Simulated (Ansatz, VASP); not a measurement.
## Te in two plane-wave programs

Aim: how closely do two programs agree when they are given the same cell, functional and k mesh? The cell is taken from a series of VASP runs on this material, whose earlier steps may have relaxed, scaled or displaced it; both programs get it as it stands.

Method: plane waves, with VASP 6.6.1 beside it; relaxation of cell and atoms at PBE, in Ansatz 0.2.0.

## Step 1: Set-up

Symmetry: P3_121, No. 152, trigonal system. Conventional cell: a = 4.509 Å, b = 4.509 Å, c = 5.960 Å, α = 90.00°, β = 90.00°, γ = 120.00°. Nearest to Te lie 2 Te at 2.89 Å.

Structure file:

```cif
data_structure
_symmetry_space_group_name_H-M 'P3_121'
_symmetry_Int_Tables_number 152
_cell_length_a 4.5086
_cell_length_b 4.5086
_cell_length_c 5.9604
_cell_angle_alpha 90.000
_cell_angle_beta 90.000
_cell_angle_gamma 120.000
_cell_volume 104.93
loop_
_atom_site_label
_atom_site_type_symbol
_atom_site_symmetry_multiplicity
_atom_site_Wyckoff_symbol
_atom_site_fract_x
_atom_site_fract_y
_atom_site_fract_z
_atom_site_occupancy
Te1 Te 3 a 0.73051 0.73051 0.00000 1
```

## Step 2: Ansatz: relaxation of cell and atoms, PBE

Ansatz runs on its default PAW (the set named soft_2) files.

The relaxed volume is the usual yardstick between codes: its relative difference is about their pressure difference at one cell divided by the bulk modulus.

Contents of input.yaml:

```yaml
crystal:
  lattice:
    - [4.5085635967, 0.0, 0.0]
    - [-2.2542817983, 3.9045306092, 0.0]
    - [0.0, 0.0, 5.960389889]
  atoms:
    - { symbol: Te, position: [0.7305097959, 0.7305097959, 0.0] }
    - { symbol: Te, position: [1.0, 0.2694902041, 0.6666666667] }
    - { symbol: Te, position: [0.2694902041, 0.0, 0.3333333333] }
hamiltonian:
  xc: pbe
  pseudopotentials: { kind: paw }
kpoints:
  mp_grid: { grid: [8, 8, 6] }
scf:
  occupations: { method: gaussian, width: 0.03 }
relax:
  f_tol: 0.01
  max_steps: 60
  cell: { stress_tol: 0.05 }
output:
  forces: true
  stress: true
```

The run is started by

```bash
> ansatz run input.yaml --threads 4 --pin off --max-ram 9216MiB --backend cpu --events-out ev --progress --plain --runs-dir out
```

Numbers of over 12 decimals in the logs are rounded to 6 here.

The log of the run:

```text
Engine: ansatz 0.2.0, aarch64-unknown-linux-gnu
Pseudopotentials: kind: paw
Pseudopotential: Te, paw, valence charge 16, recommended cutoff 420 eV (normal), Te.paw.azcp
Functional definition: PBE
  parameter kappa = 0.804
  parameter beta = 0.066725
  exchange = pbe_x(kappa = kappa, mu = beta*pi^2/3)
  correlation = pbe_c(beta = beta)
Crystal: 3 atoms, lattice volume = 104.926 Å³
Basis set: ecut = 420 eV, 2053 PW (Γ), exchange–correlation on 64×64×80 points (8 copies of the dense FFT grid, shifted against one another)
Bands: 29, of which v1, the nominal top of the filled ones, is band 24 counted from 1 (23 counted from 0)
Symmetry: 6 space group operations
Space group: P3121 (ITA 152), of the structure as read, at distance tolerance 4.7e-5 Å
k-points: 50 of 384 (time reversal used)
Non-local potential: Te, projectors of the file, l = 0: 2, l = 1: 2, l = 2: 2, l = 3: 2
PAW form: soft (Blöchl's): semilocal exchange-correlation on the pseudo side does not see the compensation charge
PAW one-centre angular grid: Te, 590 points (default); XC on 64 Gauss nodes
Initial density: superposition of atomic densities (neutral atoms: chi_scale 0, normalization atom), corrected by the library's trained network
Initial wavefunctions: pseudopotential atomic-orbital guess
Functional: x = pbe(κ = 0.804, μ = 0.219515), c = pbe(β = 0.066725)
SCF iter   1: F=—  HF=-20939.875820 eV  |F-HF|=—  |Δ(HF+E_count)|=         —  Δρ=1.21e-3  dr2=9.90e-4  ethr=1.77e-3  ⟨swp⟩=8.0  Hψ=6768  notcnv=0
preconditioner: auto → Resta (q_TF=auto, 2.395 Å⁻¹)  ε∞=4.2  [insulator: Δε(μ)=0.481 eV  Ē_g=8.536 eV  σ=0.030 eV  W_gap=1.00  n_scr=22 (ndim 8)  ℏωp=15.4 eV  f_vac=0.031  D(μ)=0.00/eV (n_scr^D=0)  ε∞_Penn≈4.2]
SCF iter   2: F=—  HF=-20939.874136 eV  |F-HF|=—  |Δ(HF+E_count)|=   1.68e-3  Δρ=6.92e-4  dr2=3.23e-4  ethr=2.06e-6  ⟨swp⟩=2.9  Hψ=3388  notcnv=0  defer=35
SCF iter   3: F=—  HF=-20939.874437 eV  |F-HF|=—  |Δ(HF+E_count)|=   3.01e-4  Δρ=3.78e-4  dr2=1.03e-4  ethr=6.72e-7  ⟨swp⟩=3.0  Hψ=2648  notcnv=0  defer=35
SCF iter   4: F=—  HF=-20939.874617 eV  |F-HF|=—  |Δ(HF+E_count)|=   1.80e-4  Δρ=6.16e-5  dr2=3.46e-6  ethr=2.14e-7  ⟨swp⟩=2.0  Hψ=1850  notcnv=0  defer=35
SCF iter   5: F=—  HF=-20939.874620 eV  |F-HF|=—  |Δ(HF+E_count)|=   2.99e-6  Δρ=2.53e-5  dr2=6.10e-7  ethr=7.21e-9  ⟨swp⟩=3.0  Hψ=2600  notcnv=0  defer=35
SCF iter   6: F=-20939.874620 eV  HF=-20939.874620 eV  |F-HF|=2.52e-9  |Δ(HF+E_count)|=   3.89e-8  Δρ=6.47e-6  dr2=5.73e-8  ethr=2.08e-10  ⟨swp⟩=3.1  Hψ=5906  notcnv=0
SCF 1 converged in 6 iterations: F = -20939.874620 eV  dr2 = 5.73e-8
  greatest PAW one-centre occupation: 0.998 electrons in one spin orbital (limit 2), on the Te atom at site 0 (counted from 0), in its partial waves of l = 2
relax step   1: F+E_penalty+E_count = -20939.87461968 eV  Δ(F+E_penalty+E_count) = +0.000e0 eV  max|allowed force component| = 1.399e-2 eV/Å  Δτ_max = 0.0000 Å  P = +0.010 GPa  Ω = 104.926 Å³  (6 SCF iters, dr2 threshold 1.00e-7 eV, accepted)
[...]
relax step   2: F+E_penalty+E_count = -20939.87470076 eV  Δ(F+E_penalty+E_count) = -8.108e-5 eV  max|allowed force component| = 4.706e-3 eV/Å  Δτ_max = 0.0028 Å  P = +0.024 GPa  Ω = 105.059 Å³  energy of the carried Pulay correction = -1.990e-5 eV  (4 SCF iters, dr2 threshold 1.22e-8 eV, accepted)
[...]
relax step   3: F+E_penalty+E_count = -20939.87472079 eV  Δ(F+E_penalty+E_count) = -2.004e-5 eV  max|allowed force component| = 4.721e-3 eV/Å  Δτ_max = 0.0000 Å  P = +0.024 GPa  Ω = 105.059 Å³  stress off target by 3.41e-2 GPa  SCF on the basis re-selected at this cell (its energy is not comparable with the rows above)  (5 SCF iters)
basis re-selected at this cell: Δ(F+E_penalty+E_count) = -2.004e-5 eV, ΔP = -0.000 GPa vs the last step (what re-selecting the basis moved, of the pressure what is left beyond the Pulay correction that the steps carried, after the strain that the cell walked since its last selection, with what the two solves' SCF thresholds leave and, on support functions, any second-order correction that the steps lacked; it is no m [...]
SCF converged after 5 iterations
Free energy (F): -20939.874721 eV
Harris-Foulkes:  -20939.874721 eV  (|F-HF|=7.28e-12)
Internal energy: -20939.874721 eV  (E = F + TS)
E sigma→0 (E₀):  -20939.874721 eV
Fermi energy:    8.512315 eV
--- Per-component energies (eV) ---
  E_band       = -817.347289
  E_kinetic    = 539.031255
  E_local      = -3907.023390  (includes V_loc(G=0)·N_el)
  E_nonlocal   = -931.382369
  E_hartree    = 2465.394262
  E_xc         = -371.649080
  E_vxc        = -310.600735  (∫ρ·V_xc dr)
  E_paw        = -13985.893357  (= ΣΔE_a)
  E_vpaw       = -1138.160155  (= ΣTr[D̂ρ^β])
  E_aug_tail   = -0.000554  (compensation charges beyond the density's cutoff)
  E_ewald      = -4748.351488
  E_smearing   = -0.000000  (= −TS)
  E_closure    = 0.000000  (closes the sum)
  Σ components = -20939.874721   (vs F -20939.874721, Δ=0.00e0)
--- Forces (eV/Å), atoms counted from 1 ---
  atom   1  Te     0.00236075     0.00408894    -0.00000000
  atom   2  Te     0.00236075    -0.00408894     0.00000000
  atom   3  Te    -0.00472150     0.00000000     0.00000000
  max |Σ_I F_I| component: 6.07e-18 eV/Å
--- Stress (GPa, compression-positive) ---
        0.034134      -0.000000      -0.000000
        0.000000       0.034134      -0.000000
       -0.000000      -0.000000       0.002770
  P = ⅓ Tr σ = 0.0237 GPa (0.237 kbar)
--- Relaxed structure (2 steps of the walk, 2 accepted, 1 SCFs on fresh bases) ---
  F+E_penalty+E_count = -20939.87472079 eV   max|allowed force component| = 4.721e-3 eV/Å   (the final SCF, on the basis selected at the relaxed cell)
  cell:  # Å, volume = 105.0588 Å³
    - [4.511230, -2.8884637395982177e-11, 2.820260047054562e-19]
    - [-2.255615, 3.906840, -1.3242522804237577e-19]
    - [3.7284268278660555e-19, 0, 5.960900]
  atoms:
    - { symbol: Te, position: [0.731140, 0.731140, 0] }
    - { symbol: Te, position: [1.000000, 0.268860, 0.666667] }
    - { symbol: Te, position: [0.268860, 0, 0.333333] }
```

Elapsed: 9.5 s, on 4 threads of Arm Neoverse V1, shared host; peak memory 0.43 GiB.

## Step 3: VASP: relaxation of cell and atoms, PBE

The same cell, functional, mesh and smearing now go to VASP, with its own data sets and cutoff.

Lines of VASP's logs that name or quote its potential files are left out, and so is its time.

Contents of INCAR:

```
SYSTEM = Te
PREC = Accurate
ENCUT = 450
EDIFF = 1E-07
NELM = 100
ISMEAR = 0
SIGMA = 0.03
LREAL = .FALSE.
ALGO = Normal
GGA = PE
NBANDS = 15
LORBIT = 11
LWAVE = .FALSE.
LCHARG = .FALSE.
KPAR = 4
IBRION = 2
NSW = 50
ISIF = 3
EDIFFG = -0.002
```

Contents of POSCAR:

```
Te
1.0
    4.5085635967      0.0000000000      0.0000000000
   -2.2542817983      3.9045306092      0.0000000000
    0.0000000000      0.0000000000      5.9603898890
Te
3
Direct
    0.7305097959      0.7305097959      0.0000000000
    1.0000000000      0.2694902041      0.6666666667
    0.2694902041      0.0000000000      0.3333333333
```

Contents of KPOINTS:

```
Automatic mesh
0
Gamma
8 8 6
0 0 0
```

PAW data sets: Te (PBE family, release 64).

The run is started by

```bash
> mpirun -np 4 vasp_std
```

The log of the run:

```text
[banner, memory and clock lines left out]
running    4 mpi-ranks, on    1 nodes
 distrk:  each k-point on    1 cores,    4 groups
 distr:  one band on    1 cores,    1 groups

 POSCAR found type information on POSCAR Te
 POSCAR found :  1 types and       3 ions
 LDA part: xc-table for (Slater+PW92), standard interpolation
 POSCAR, INCAR and KPOINTS ok, starting setup
 FFT: planning ... GRIDC
 FFT: planning ... GRID_SOFT
 FFT: planning ... GRID
 WAVECAR not read
 entering main loop
       N       E                     dE             d eps       ncg     rms          rms(c)
DAV:   1     0.680405897346E+02    0.68041E+02   -0.60053E+03  1500   0.852E+02
DAV:   2    -0.490789014162E+01   -0.72948E+02   -0.69880E+02  1999   0.134E+02
DAV:   3    -0.936437231796E+01   -0.44565E+01   -0.44338E+01  1738   0.373E+01
DAV:   4    -0.944841368072E+01   -0.84041E-01   -0.84026E-01  2361   0.603E+00
DAV:   5    -0.944953511191E+01   -0.11214E-02   -0.11214E-02  1851   0.587E-01    0.116E+01
DAV:   6    -0.943031021733E+01    0.19225E-01   -0.19041E-02  1948   0.854E-01    0.732E+00
DAV:   7    -0.942726621363E+01    0.30440E-02   -0.41881E-02  1773   0.128E+00    0.312E-01
DAV:   8    -0.942652773498E+01    0.73848E-03   -0.75349E-03  1675   0.493E-01    0.156E-01
DAV:   9    -0.942656623564E+01   -0.38501E-04   -0.21139E-04  2117   0.999E-02    0.106E-01
DAV:  10    -0.942660225922E+01   -0.36024E-04   -0.49059E-05  1849   0.455E-02    0.210E-02
DAV:  11    -0.942659878014E+01    0.34791E-05   -0.13014E-05  1990   0.222E-02    0.725E-03
DAV:  12    -0.942659913121E+01   -0.35107E-06   -0.12545E-06  1990   0.675E-03    0.241E-03
DAV:  13    -0.942659929823E+01   -0.16702E-06   -0.48483E-07  1836   0.418E-03    0.204E-03
DAV:  14    -0.942659933430E+01   -0.36069E-07   -0.18028E-08  1380   0.841E-04
   1 F= -.94265993E+01 E0= -.94265993E+01  d E =-.942660E+01
 curvature:   0.00 expect dE= 0.000E+00 dE for cont linesearch  0.000E+00
 trial: gam= 0.00000 g(F)=  0.843E-07 g(S)=  0.968E-06 ort = 0.000E+00 (trialstep = 0.100E+01)
 search vector abs. value=  0.105E-05
 reached required accuracy - stopping structural energy minimisation
```

From OUTCAR (step 3):

```text
ion  position               nearest neighbor table
   1  0.731  0.731  0.000-   2 2.89   3 2.89   3 3.50   2 3.50   3 3.50   2 3.50
   2  0.000  0.269  0.667-   1 2.89   3 2.89   1 3.50   1 3.50   3 3.50   3 3.50
   3  0.269  0.000  0.333-   1 2.89   2 2.89   1 3.50   1 3.50   2 3.50   2 3.50

  LATTYP: Found a hexagonal cell.
 ALAT       =     4.5085635967
 C/A-ratio  =     1.3220152630

 Subroutine GETGRP returns: Found  6 space group operations
 (whereof  2 operations were pure point group operations)

The static configuration has the point symmetry C_2 .
 The point group associated with its full space group is D_3 .

 Found     50 irreducible k-points:

   k-points           NKPTS =     50   k-points in BZ     NKDIM =     50   number of bands    NBANDS=     15

   dimension x,y,z NGX =    32 NGY =   32 NGZ =   42
   dimension x,y,z NGXF=    64 NGYF=   64 NGZF=   84

   ENCUT  =  450.0 eV  33.07 Ry    5.75 a.u.   7.80  7.80 10.31*2*pi/ulx,y,z

   NELECT =      18.0000    total number of electrons

 k-points in reciprocal lattice and weights: Automatic mesh
   0.00000000  0.00000000  0.00000000       0.003
   0.12500000 -0.00000000  0.00000000       0.016
   0.25000000 -0.00000000  0.00000000       0.016
   0.37500000 -0.00000000  0.00000000       0.016
   0.50000000 -0.00000000  0.00000000       0.008
   0.12500000  0.12500000  0.00000000       0.016
   0.25000000  0.12500000  0.00000000       0.031
   0.37500000  0.12500000  0.00000000       0.031
   0.25000000  0.25000000  0.00000000       0.016
[...]
0.25000000  0.25000000  0.50000000       0.016
   0.37500000  0.25000000  0.50000000       0.016

 average (electrostatic) potential at core
       1 -89.3534       2 -89.3534       3 -89.3534

 E-fermi :   5.7258

 k-point     1 :       0.0000    0.0000    0.0000
  band No.  band energies     occupation
    ...
      5       2.8674      2.00000
      6       2.8674      2.00000
      7       3.9563      2.00000
      8       3.9563      2.00000
      9       4.7575      2.00000
     10       6.5568      0.00000
     11       6.5568      0.00000
     12       7.1210      0.00000
     13      10.6113      0.00000
     14      10.6113      0.00000
    ...

 k-point     2 :       0.1250   -0.0000    0.0000
  band No.  band energies     occupation
    ...
      5       2.4041      2.00000
      6       2.6752      2.00000
      7       4.2469      2.00000
      8       4.5497      2.00000
      9       4.9484      2.00000
     10       6.2721      0.00000
     11       6.4865      0.00000
     12       6.9953      0.00000
     13      10.2841      0.00000
     14      10.5699      0.00000
    ...

 k-point     3 :       0.2500   -0.0000    0.0000
  band No.  band energies     occupation
    ...
      5       1.8167      2.00000
      6       2.2912      2.00000
      7       4.1013      2.00000
      8       4.6207      2.00000
      9       4.7928      2.00000
     10       6.4026      0.00000
     11       6.6004      0.00000
     12       7.3866      0.00000
     13       9.4541      0.00000
     14      10.9108      0.00000
    ...

  Total        0.0046047      0.0046047      0.0042155      0.0000000      0.0000000      0.0000000
  in kB        0.0703126      0.0703126      0.0643690      0.0000000      0.0000000      0.0000000
  external PRESSURE =       0.0683314 kB  Pullay stress =       0.0000000 kB

  energy-cutoff  :      450.00
  volume of cell :      104.93
      direct lattice vectors                 reciprocal lattice vectors
     4.508563597  0.000000000  0.000000000     0.221800132  0.128056366  0.000000000
    -2.254281798  3.904530609  0.000000000     0.000000000  0.256112732  0.000000000
     0.000000000  0.000000000  5.960389889     0.000000000  0.000000000  0.167774260

 POSITION                                       TOTAL-FORCE (eV/Angst)
 -----------------------------------------------------------------------------------
      1.64677      2.85230      0.00000        -0.000382     -0.000661      0.000000
     -0.60751      1.05223      3.97359        -0.000382      0.000661      0.000000
      1.21501      0.00000      1.98680         0.000763      0.000000     -0.000000
 -----------------------------------------------------------------------------------
    total drift:                                0.000000     -0.000000      0.000000

  FREE ENERGIE OF THE ION-ELECTRON SYSTEM (eV)
  ---------------------------------------------------
  free  energy   TOTEN  =        -9.4265993343 eV

  energy  without entropy=       -9.4265993343  energy(sigma->0) =       -9.42659933

 reached required accuracy - stopping structural energy minimisation

 total charge
# of ion       s       p       d       tot
------------------------------------------
    1        1.433   1.804   0.039   3.277
    2        1.433   1.804   0.039   3.277
    3        1.433   1.804   0.039   3.277
--------------------------------------------------
tot          4.300   5.413   0.118   9.831

[... 3 further parts left out ...]
```

CONTCAR:

```
Te
   1.00000000000000
     4.5085635967000002    0.0000000000000000    0.0000000000000000
    -2.2542817983000001    3.9045306092000001    0.0000000000000000
     0.0000000000000000    0.0000000000000000    5.9603898890000000
  Te
     3
Direct
     0.7305097958999980    0.7305097958999980    0.0000000000000000
     0.0000000000000000    0.2694902041000020    0.6666666667000030
     0.2694902041000020    0.0000000000000000    0.3333333332999970
```

The run keeps the 6 symmetry operations of its start, so it cannot find a distortion of lower symmetry.

## Step 4: Comparison

Known differences besides the potentials themselves: both relaxations stop at a tolerance, which leaves soft axes loose, and VASP keeps its plane-wave basis; the data sets hold 48 valence electrons in Ansatz (default PAW (the set named soft_2) files) and 18 in VASP; the cutoff is 420 eV in Ansatz and 450 eV in VASP; VASP leaves aspherical gradient terms in its spheres out (LASPH is not set), Ansatz keeps them; Ansatz adds a Pulay correction to the stress that steers its cell, VASP none. Total energies have different zeros and are not compared.

Compared:

```
                                         quantity  Ansatz    VASP  difference
                                      volume (Å³)  105.06  104.93     +0.13 %
edge a after relaxation, in the typed setting (Å)   4.511   4.509     +0.06 %
edge c after relaxation, in the typed setting (Å)   5.961   5.960     +0.01 %
```

The walks stopped with 0.02 GPa left in Ansatz and 0.01 GPa in VASP; each walk ends within a tolerance, so the volume difference is uncertain by about these residues over the bulk modulus, most in soft cells.

## Step 5: Outcome

| Quantity | Value |
| --- | --- |
| difference in volume (relaxation of cell and atoms, PBE) | 0.13 % |

What this shows: The difference in volume is 0.13 % (relaxation of cell and atoms, PBE), within the 1.2 % picked in this series as the mark of a large difference, as far as the stopping tolerances let one tell. How closely two codes agree says nothing of how well the functional describes the real material.

[Lines on the potential files, build, host, timing and source positions are cut from VASP's logs without a mark.]

[Logs are printed without paths, hosts, clocks, repeated set-up lines and the standing remarks that a program may print on its own settings, such as how far it seeks lower states.]

[Hosts, paths, dates, database ids (printed as entryN), source tags and the programs' standing remarks are cut or masked in the printed files.]
